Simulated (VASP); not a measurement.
# Au (Gold): structure and properties in VASP, part 3 of 4

How well does PBE + D3(BJ) reproduce what experiment finds for Au (Gold)? The cell is relaxed first, and properties follow on it. Left out of this account: 1 further run (phonons: it ended without a result to show). The start is a cell from a database of measured crystal structures.

VASP 6.6.1, plane waves and PAW; the level of theory is named at each step.

Still holding for the runs below: This run has no spin polarisation. Its electron count is odd, so without a moment it is a metal by construction.

So far. Step 4 (Single point with fields (PBE + D3(BJ))): In this run the pressure is 0.02 GPa, small enough to go on. Step 5 (Band structure (PBE + D3(BJ))): There is no gap at this level.

The database entry behind the starting cell differs from later determinations by our own check (0.1 to 0.3 % short, probably kX units), so it need not match the best structure at ambient conditions.

## (6) Density of states (PBE + D3(BJ))

Level of this step: PBE with D3(BJ); plane waves and PAW (Au) (VASP).

A density of states needs more k-points than a total energy; ISMEAR = -5 takes tetrahedra, and LORBIT projects the states on the PAW spheres. The mesh is finer than in the run before.

INCAR reads:

```
SYSTEM = Au
PREC = Accurate
ENCUT = 400
EDIFF = 1E-06
NELM = 100
ISMEAR = -5
SIGMA = 0.2
LREAL = .FALSE.
ALGO = Normal
GGA = PE
IVDW = 12
NBANDS = 16
LORBIT = 11
LWAVE = .FALSE.
LCHARG = .FALSE.
KPAR = 2
NEDOS = 2001
```

POSCAR reads:

```
Au
1.0
    0.0000000000      2.0499998893      2.0499998893
    2.0499998893      0.0000000000      2.0499998893
    2.0499998893      2.0499998893      0.0000000000
Au
1
Direct
    0.0000000000      0.0000000000      0.0000000000
```

KPOINTS reads:

```
Automatic mesh
0
Gamma
16 16 16
0 0 0
```

The projector-augmented-wave data sets are Au (PBE family, release 64).

Run with:

```sh
mpirun -np 2 vasp_std
```

Output:

```text
[... set-up lines as in an earlier step ...]
 entering main loop
       N       E                     dE             d eps       ncg     rms          rms(c)
DAV:   1     0.437874709907E+02    0.43787E+02   -0.43312E+03  4944   0.483E+02
DAV:   2    -0.280265122073E+01   -0.46590E+02   -0.43995E+02  6296   0.142E+02
DAV:   3    -0.347061791978E+01   -0.66797E+00   -0.66771E+00  5808   0.159E+01
DAV:   4    -0.347297919300E+01   -0.23613E-02   -0.23614E-02  6000   0.106E+00
DAV:   5    -0.347299549806E+01   -0.16305E-04   -0.16307E-04  5888   0.800E-02    0.907E+00
DAV:   6    -0.322729113053E+01    0.24570E+00   -0.56351E-01  6048   0.491E+00    0.577E+00
DAV:   7    -0.320898895201E+01    0.18302E-01   -0.56588E-02  6504   0.158E+00    0.275E+00
DAV:   8    -0.320687751103E+01    0.21114E-02   -0.14590E-03  5216   0.254E-01    0.280E-01
DAV:   9    -0.320686210688E+01    0.15404E-04   -0.12024E-05  6352   0.220E-02    0.246E-02
DAV:  10    -0.320686729694E+01   -0.51901E-05   -0.23080E-06  5720   0.110E-02    0.313E-03
DAV:  11    -0.320686731481E+01   -0.17870E-07   -0.82383E-08  3216   0.176E-03
   1 F= -.38648060E+01 E0= -.38648060E+01  d E =0.000000E+00
 -----------------------------------------------------------------------------
|                                                                             |
|           W    W    AA    RRRRR   N    N  II  N    N   GGGG   !!!           |
|           W    W   A  A   R    R  NN   N  II  NN   N  G    G  !!!           |
|           W    W  A    A  R    R  N N  N  II  N N  N  G       !!!           |
|           W WW W  AAAAAA  RRRRR   N  N N  II  N  N N  G  GGG   !            |
|           WW  WW  A    A  R   R   N   NN  II  N   NN  G    G                |
|           W    W  A    A  R    R  N    N  II  N    N   GGGG   !!!           |
|                                                                             |
|     Tetrahedron method does not include variations of the Fermi             |
|     occupations, so forces and stress will be inaccurate. We suggest        |
|     using a different smearing scheme ISMEAR = 1 or 2 for metals in         |
|     relaxations.                                                            |
|                                                                             |
 -----------------------------------------------------------------------------
```

It took 24 s on 2 MPI ranks of AMD EPYC 7R43, shared host; peak memory 0.23 GiB; 40 s of CPU time.

Parts of OUTCAR (step 6):

```text
   k-points           NKPTS =    145   k-points in BZ     NKDIM =    145   number of bands    NBANDS=     16

   NELECT =      11.0000    total number of electrons

 E-fermi :   9.3414

 k-point     1 :       0.0000    0.0000    0.0000
  band No.  band energies     occupation
    ...
      2       4.6569      2.00000
      3       4.6569      2.00000
      4       4.6569      2.00000
      5       6.1446      2.00000
      6       6.1446      2.00000
      7      23.8290      0.00000
      8      27.7659      0.00000
      9      27.7659      0.00000
     10      27.7659      0.00000
     11      32.6344      0.00000
    ...

 Edisp (eV)   -0.65794

  Total       0.00225     0.00225     0.00225    -0.00000     0.00000    -0.00000
  in kB       0.20879     0.20879     0.20879    -0.00000     0.00000    -0.00000
  external pressure =        0.21 kB  Pullay stress =        0.00 kB

 POSITION                                       TOTAL-FORCE (eV/Angst)
 -----------------------------------------------------------------------------------
      0.00000      0.00000      0.00000        -0.000000      0.000000     -0.000000
 -----------------------------------------------------------------------------------
    total drift:                               -0.000000     -0.000000     -0.000000

  FREE ENERGIE OF THE ION-ELECTRON SYSTEM (eV)
  ---------------------------------------------------
  free  energy   TOTEN  =        -3.8648060237 eV

  energy  without entropy=       -3.8648060237  energy(sigma->0) =       -3.86480602

[... 6 parts as in an earlier step ...]

[... 10 further parts left out ...]
```

With tetrahedra the forces and stress of a metal are not exact derivatives of the energy.

This step gave:

```
irreducible k-points   : 145
free energy (TOTEN)    : -3.865 eV
Fermi energy           : 9.341 eV
pressure               : 0.02088 GPa
DOS at the Fermi level : 0.2835 states/eV/cell
```

The density of states has structure finer than the step of the table below, so its rows give means over 1 eV, whole bins alone (the curve runs from -12.0 to 7.98 eV). Peaks (eV: height): total -6.4: 1.97, -4.4: 4.27, -3.8: 2.47, -3.3: 2.64, -2.1: 3.32; Au d -6.4: 1.37, -4.4: 3.67, -3.8: 2.05, -3.3: 2.35, -2.1: 3.18; Au s -6.7: 0.223, -4.4: 0.0497, 3.1: 0.166, 5.5: 0.118.

States under -12.0 eV and over 8.0 eV are left out. Density of states against energy, zero at the Fermi level; means over each step; values in states/eV/cell:

```csv
energy (eV),total,Au d,Au s
-11,0,0,0
-10,0.00641,0,0.00378
-9,0.0773,0.00104,0.0429
-8,0.165,0.0150,0.0782
-7,0.887,0.459,0.178
-6,1.59,1.19,0.0824
-5,2.09,1.71,0.0289
-4,2.17,1.83,0.0319
-3,1.88,1.70,0.0171
-2,1.69,1.58,0.0194
-1,0.286,0.178,0.0324
0,0.287,0.138,0.0428
1,0.284,0.108,0.0504
2,0.272,0.0841,0.0625
3,0.313,0.0810,0.111
4,0.265,0.0618,0.0852
5,0.363,0.0683,0.0908
6,0.339,0.0560,0.0937
7,0.284,0.0435,0.0691
```

The finer mesh and the other smearing move the Fermi level by +0.01 eV from the 11×11×11 run, a small shift, which tests the Fermi level alone. Of the states within 0.3 eV of the Fermi level, the largest shares in the PAW spheres are Au d 48 % and Au s 15 %. The rest lies in smaller channels or between the spheres.

## (7) Volume scan with PBE + D3(BJ)

An equation of state needs energies on both sides of the minimum, all on one mesh and cutoff.

INCAR reads:

```
SYSTEM = Au
PREC = Accurate
ENCUT = 400
EDIFF = 1E-06
NELM = 100
ISMEAR = 1
SIGMA = 0.2
LREAL = .FALSE.
ALGO = Normal
GGA = PE
IVDW = 12
NBANDS = 11
LORBIT = 11
LWAVE = .FALSE.
LCHARG = .FALSE.
KPAR = 2
ISIF = 2
```

POSCAR reads:

```
Au
1.0
    0.0000000000      2.0081514144      2.0081514144
    2.0081514144      0.0000000000      2.0081514144
    2.0081514144      2.0081514144      0.0000000000
Au
1
Direct
    0.0000000000      0.0000000000      0.0000000000
```

KPOINTS reads:

```
Automatic mesh
0
Gamma
11 11 11
0 0 0
```

Run with:

```sh
mpirun -np 2 vasp_std
```

Output:

```text
[... set-up lines as in an earlier step ...]
 entering main loop
       N       E                     dE             d eps       ncg     rms          rms(c)
DAV:   1     0.359585779239E+02    0.35959E+02   -0.48214E+03  1408   0.710E+02
DAV:   2    -0.297646629362E+01   -0.38935E+02   -0.36919E+02  1382   0.164E+02
DAV:   3    -0.339924440949E+01   -0.42278E+00   -0.42248E+00  1411   0.162E+01
DAV:   4    -0.340055540849E+01   -0.13110E-02   -0.13110E-02  1367   0.106E+00
DAV:   5    -0.340056475897E+01   -0.93505E-05   -0.93515E-05  1427   0.856E-02    0.110E+01
DAV:   6    -0.315862623172E+01    0.24194E+00   -0.63394E-01  1316   0.693E+00    0.684E+00
DAV:   7    -0.313615057102E+01    0.22476E-01   -0.80206E-02  1403   0.246E+00    0.288E+00
DAV:   8    -0.313361709369E+01    0.25335E-02   -0.23883E-03  1328   0.442E-01    0.237E-01
DAV:   9    -0.313361296961E+01    0.41241E-05   -0.10141E-05  1423   0.293E-02    0.195E-02
DAV:  10    -0.313361741511E+01   -0.44455E-05   -0.21212E-06  1376   0.144E-02    0.955E-04
DAV:  11    -0.313361749380E+01   -0.78686E-07   -0.37028E-08   712   0.157E-03
   1 F= -.38352608E+01 E0= -.38350686E+01  d E =-.576623E-03
```

The job ended after 5.6 s (2 MPI ranks; peak memory 0.21 GiB; 8.9 s of CPU time).

OUTCAR, selected parts (step 7):

```text
   ENCUT  =  400.0 eV  29.40 Ry    5.42 a.u.   4.63  4.63  4.63*2*pi/ulx,y,z

   NELECT =      11.0000    total number of electrons

 E-fermi :  10.3394

 k-point     1 :       0.0000    0.0000    0.0000
  band No.  band energies     occupation
    ...
      2       5.3733      2.00000
      3       5.3733      2.00000
      4       5.3733      2.00000
      5       7.0312      2.00000
      6       7.0312      2.00000
      7      24.7881      0.00000
      8      29.0811      0.00000
      9      29.0811      0.00000
     10      29.0811      0.00000
     11      34.1539      0.00000

 Edisp (eV)   -0.70164

  Total       1.22846     1.22846     1.22846     0.00000    -0.00000     0.00000
  in kB     121.52128   121.52128   121.52128     0.00000    -0.00000     0.00000
  external pressure =      121.52 kB  Pullay stress =        0.00 kB

 POSITION                                       TOTAL-FORCE (eV/Angst)
 -----------------------------------------------------------------------------------
      0.00000      0.00000      0.00000        -0.000000     -0.000000     -0.000000
 -----------------------------------------------------------------------------------
    total drift:                               -0.000000     -0.000000     -0.000000

  FREE ENERGIE OF THE ION-ELECTRON SYSTEM (eV)
  ---------------------------------------------------
  free  energy   TOTEN  =        -3.8352607850 eV

  energy  without entropy=       -3.8346841622  energy(sigma->0) =       -3.83506858

[... 5 parts as in an earlier step ...]

[... 11 further parts left out ...]
```

The scan keeps the cell's shape and the fractional positions fixed.

This step gave:

| Item | Value |
| --- | --- |
| bands | 11 |
| irreducible k-points | 56 |
| free energy (TOTEN) | -3.835 eV |
| energy at zero smearing | -3.835 eV |
| Fermi energy | 10.34 eV |
| pressure | 12.15 GPa |

The pressure here is 12.15 GPa.

## (8) Volume scan with PBE + D3(BJ) (run 2)

INCAR is that of step 7.

POSCAR reads:

```
Au
1.0
    0.0000000000      2.0222937917      2.0222937917
    2.0222937917      0.0000000000      2.0222937917
    2.0222937917      2.0222937917      0.0000000000
Au
1
Direct
    0.0000000000      0.0000000000      0.0000000000
```

KPOINTS is that of step 7.

Run with:

```sh
mpirun -np 2 vasp_std
```

Output:

```text
[... set-up lines as in an earlier step ...]
 entering main loop
       N       E                     dE             d eps       ncg     rms          rms(c)
DAV:   1     0.379050819557E+02    0.37905E+02   -0.48119E+03  1368   0.714E+02
DAV:   2    -0.300574727898E+01   -0.40911E+02   -0.38877E+02  1364   0.168E+02
DAV:   3    -0.343546817150E+01   -0.42972E+00   -0.42955E+00  1426   0.167E+01
DAV:   4    -0.343684095038E+01   -0.13728E-02   -0.13727E-02  1373   0.109E+00
DAV:   5    -0.343685066538E+01   -0.97150E-05   -0.97146E-05  1415   0.883E-02    0.103E+01
DAV:   6    -0.319346772790E+01    0.24338E+00   -0.65863E-01  1295   0.701E+00    0.645E+00
DAV:   7    -0.317257852594E+01    0.20889E-01   -0.74323E-02  1388   0.236E+00    0.284E+00
DAV:   8    -0.317019225931E+01    0.23863E-02   -0.19120E-03  1325   0.391E-01    0.232E-01
DAV:   9    -0.317018755595E+01    0.47034E-05   -0.10519E-05  1414   0.292E-02    0.201E-02
DAV:  10    -0.317019217986E+01   -0.46239E-05   -0.23613E-06  1367   0.156E-02    0.591E-04
DAV:  11    -0.317019224645E+01   -0.66590E-07   -0.45402E-08   727   0.175E-03
   1 F= -.38566350E+01 E0= -.38565728E+01  d E =-.186503E-03
```

Run time: 7.2 s. Hardware: 2 MPI ranks; peak memory 0.19 GiB.

From OUTCAR (step 8):

```text
   ENCUT  =  400.0 eV  29.40 Ry    5.42 a.u.   4.66  4.66  4.66*2*pi/ulx,y,z

   NELECT =      11.0000    total number of electrons

 E-fermi :   9.9864

 k-point     1 :       0.0000    0.0000    0.0000
  band No.  band energies     occupation
    ...
      2       5.1259      2.00000
      3       5.1259      2.00000
      4       5.1259      2.00000
      5       6.7236      2.00000
      6       6.7236      2.00000
      7      24.4586      0.00000
      8      28.6298      0.00000
      9      28.6298      0.00000
     10      28.6298      0.00000
     11      33.6324      0.00000

 Edisp (eV)   -0.68644

  Total       0.78053     0.78053     0.78053     0.00000     0.00000    -0.00000
  in kB      75.60317    75.60317    75.60317     0.00000     0.00000    -0.00000
  external pressure =       75.60 kB  Pullay stress =        0.00 kB

 POSITION                                       TOTAL-FORCE (eV/Angst)
 -----------------------------------------------------------------------------------
      0.00000      0.00000      0.00000        -0.000000      0.000000      0.000000
 -----------------------------------------------------------------------------------
    total drift:                               -0.000000     -0.000000     -0.000000

  FREE ENERGIE OF THE ION-ELECTRON SYSTEM (eV)
  ---------------------------------------------------
  free  energy   TOTEN  =        -3.8566350051 eV

  energy  without entropy=       -3.8564485020  energy(sigma->0) =       -3.85657284

[... 5 parts as in an earlier step ...]

[... 11 further parts left out ...]
```

This step gave:

```yaml
free_energy_toten: -3.857 eV
energy_at_zero_smearing: -3.857 eV
fermi_energy: 9.986 eV
pressure: 7.560 GPa
```

The pressure falls from 12.15 to 7.56 GPa.

The run ends at a pressure of 7.56 GPa.

## (9) Volume scan with PBE + D3(BJ) (run 3)

INCAR is that of step 8.

POSCAR reads:

```
Au
1.0
    0.0000000000      2.0362410862      2.0362410862
    2.0362410862      0.0000000000      2.0362410862
    2.0362410862      2.0362410862      0.0000000000
Au
1
Direct
    0.0000000000      0.0000000000      0.0000000000
```

KPOINTS is that of step 8.

Run with:

```sh
mpirun -np 2 vasp_std
```

Output:

```text
[... set-up lines as in an earlier step ...]
 entering main loop
       N       E                     dE             d eps       ncg     rms          rms(c)
DAV:   1     0.368695075832E+02    0.36870E+02   -0.49119E+03  1400   0.713E+02
DAV:   2    -0.302518806934E+01   -0.39895E+02   -0.37013E+02  1409   0.165E+02
DAV:   3    -0.346139861426E+01   -0.43621E+00   -0.43605E+00  1417   0.165E+01
DAV:   4    -0.346282105849E+01   -0.14224E-02   -0.14224E-02  1376   0.109E+00
[...]
DAV:   9    -0.319684443704E+01    0.53215E-05   -0.10504E-05  1420   0.286E-02    0.187E-02
DAV:  10    -0.319684934123E+01   -0.49042E-05   -0.25387E-06  1367   0.164E-02    0.670E-04
DAV:  11    -0.319684939484E+01   -0.53611E-07   -0.49710E-08   721   0.183E-03
   1 F= -.38687350E+01 E0= -.38688096E+01  d E =0.224033E-03
```

It took 6.6 s on 2 MPI ranks; peak memory 0.21 GiB.

From OUTCAR (step 9):

```text
 Edisp (eV)   -0.67189

  Total       0.37311     0.37311     0.37311    -0.00000    -0.00000     0.00000
  in kB      35.40203    35.40203    35.40203    -0.00000    -0.00000     0.00000
  external pressure =       35.40 kB  Pullay stress =        0.00 kB

  FREE ENERGIE OF THE ION-ELECTRON SYSTEM (eV)
  ---------------------------------------------------
  free  energy   TOTEN  =        -3.8687349607 eV

  energy  without entropy=       -3.8689589938  energy(sigma->0) =       -3.86880964

[... 2 parts as in an earlier step ...]

[... 2 further parts left out ...]
[key lines of the parts left out:]
E-fermi :   9.6511
```

The pressure falls from 7.56 to 3.54 GPa.

The run ends at a pressure of 3.54 GPa.

## (10) Volume scan with PBE + D3(BJ) (run 4)

INCAR is that of step 9.

POSCAR reads:

```
Au
1.0
    0.0000000000      2.0499998893      2.0499998893
    2.0499998893      0.0000000000      2.0499998893
    2.0499998893      2.0499998893      0.0000000000
Au
1
Direct
    0.0000000000      0.0000000000      0.0000000000
```

KPOINTS is that of step 9.

Run with:

```sh
mpirun -np 2 vasp_std
```

Output:

```text
[... set-up lines as in an earlier step ...]
 entering main loop
       N       E                     dE             d eps       ncg     rms          rms(c)
[... 11 cycles as in an earlier step ...]
   1 F= -.38727008E+01 E0= -.38729250E+01  d E =0.672442E-03
```

The job ended after 5.8 s (2 MPI ranks; peak memory 0.21 GiB; 9.2 s of CPU time).

From OUTCAR (step 10):

```text
 Edisp (eV)   -0.65794

[... 6 parts as in an earlier step ...]

[... 1 further part left out ...]
[key lines of the parts left out:]
E-fermi :   9.3336
```

The pressure falls from 3.54 to 0.02 GPa.

The run ends at a pressure of 0.02 GPa.

## (11) Volume scan with PBE + D3(BJ) (run 5)

INCAR is that of step 10.

POSCAR reads:

```
Au
1.0
    0.0000000000      2.0635764432      2.0635764432
    2.0635764432      0.0000000000      2.0635764432
    2.0635764432      2.0635764432      0.0000000000
Au
1
Direct
    0.0000000000      0.0000000000      0.0000000000
```

KPOINTS is that of step 10.

Run with:

```sh
mpirun -np 2 vasp_std
```

Output:

```text
[... set-up lines as in an earlier step ...]
 entering main loop
       N       E                     dE             d eps       ncg     rms          rms(c)
DAV:   1     0.349767898860E+02    0.34977E+02   -0.47250E+03  1408   0.697E+02
DAV:   2    -0.307947168294E+01   -0.38056E+02   -0.35498E+02  1394   0.162E+02
DAV:   3    -0.348733431151E+01   -0.40786E+00   -0.40754E+00  1420   0.160E+01
DAV:   4    -0.348865441676E+01   -0.13201E-02   -0.13201E-02  1373   0.109E+00
[...]
DAV:   9    -0.322503266817E+01    0.63936E-05   -0.94229E-06  1390   0.265E-02    0.168E-02
DAV:  10    -0.322503818380E+01   -0.55156E-05   -0.29085E-06  1385   0.180E-02    0.173E-03
DAV:  11    -0.322503820912E+01   -0.25320E-07   -0.59263E-08   706   0.200E-03
   1 F= -.38696029E+01 E0= -.38699932E+01  d E =0.117087E-02
```

Run time: 6.6 s. Hardware: 2 MPI ranks; peak memory 0.2 GiB.

OUTCAR, selected parts (step 11):

```text
 Edisp (eV)   -0.64456

  Total      -0.33533    -0.33533    -0.33533     0.00000     0.00000     0.00000
  in kB     -30.56975   -30.56975   -30.56975     0.00000     0.00000     0.00000
  external pressure =      -30.57 kB  Pullay stress =        0.00 kB

 POSITION                                       TOTAL-FORCE (eV/Angst)
 -----------------------------------------------------------------------------------
      0.00000      0.00000      0.00000         0.000000     -0.000000     -0.000000
 -----------------------------------------------------------------------------------
    total drift:                               -0.000000     -0.000000     -0.000000

  FREE ENERGIE OF THE ION-ELECTRON SYSTEM (eV)
  ---------------------------------------------------
  free  energy   TOTEN  =        -3.8696028832 eV

  energy  without entropy=       -3.8707737532  energy(sigma->0) =       -3.86999317

[... 1 part as in an earlier step ...]

[... 2 further parts left out ...]
[key lines of the parts left out:]
E-fermi :   9.0352
```

The pressure falls from 0.02 to -3.06 GPa.

The run ends at a pressure of -3.06 GPa.

## (12) Volume scan with PBE + D3(BJ) (run 6)

INCAR is that of step 11.

POSCAR reads:

```
Au
1.0
    0.0000000000      2.0769766657      2.0769766657
    2.0769766657      0.0000000000      2.0769766657
    2.0769766657      2.0769766657      0.0000000000
Au
1
Direct
    0.0000000000      0.0000000000      0.0000000000
```

KPOINTS is that of step 11.

Run with:

```sh
mpirun -np 2 vasp_std
```

Output:

```text
[... set-up lines as in an earlier step ...]
 entering main loop
       N       E                     dE             d eps       ncg     rms          rms(c)
DAV:   1     0.337944107929E+02    0.33794E+02   -0.47800E+03  1440   0.701E+02
DAV:   2    -0.312976510811E+01   -0.36924E+02   -0.34634E+02  1391   0.157E+02
DAV:   3    -0.348931645517E+01   -0.35955E+00   -0.35924E+00  1417   0.150E+01
DAV:   4    -0.349055095310E+01   -0.12345E-02   -0.12345E-02  1364   0.104E+00
[...]
DAV:   9    -0.322853811771E+01    0.67744E-05   -0.10215E-05  1390   0.272E-02    0.165E-02
DAV:  10    -0.322854394429E+01   -0.58266E-05   -0.31801E-06  1391   0.189E-02    0.214E-03
DAV:  11    -0.322854395979E+01   -0.15492E-07   -0.63999E-08   715   0.207E-03
   1 F= -.38602766E+01 E0= -.38608391E+01  d E =0.168735E-02
```

The job ended after 5.6 s (2 MPI ranks; peak memory 0.19 GiB).

From OUTCAR (step 12):

```text
 Edisp (eV)   -0.63173

  Total      -0.64400    -0.64400    -0.64400    -0.00000    -0.00000     0.00000
  in kB     -57.57985   -57.57985   -57.57985    -0.00000    -0.00000     0.00000
  external pressure =      -57.58 kB  Pullay stress =        0.00 kB

  FREE ENERGIE OF THE ION-ELECTRON SYSTEM (eV)
  ---------------------------------------------------
  free  energy   TOTEN  =        -3.8602766400 eV

  energy  without entropy=       -3.8619639900  energy(sigma->0) =       -3.86083909

[... 2 parts as in an earlier step ...]

[... 2 further parts left out ...]
[key lines of the parts left out:]
E-fermi :   8.7585
```

The pressure falls from -3.06 to -5.76 GPa.

The run ends at a pressure of -5.76 GPa.

[end of part 3 of 4]

[Lines on the potential files, build, host, timing and source positions are cut from VASP's logs without a mark.]

[Logs are printed without paths, hosts, clocks, repeated set-up lines and the standing remarks that a program may print on its own settings, such as how far it seeks lower states.]

[Hosts, paths, dates, database ids (printed as entryN), source tags and the programs' standing remarks are cut or masked in the printed files.]

[A measured line is paired with the nearest computed mode of its activity, which favours agreement.]
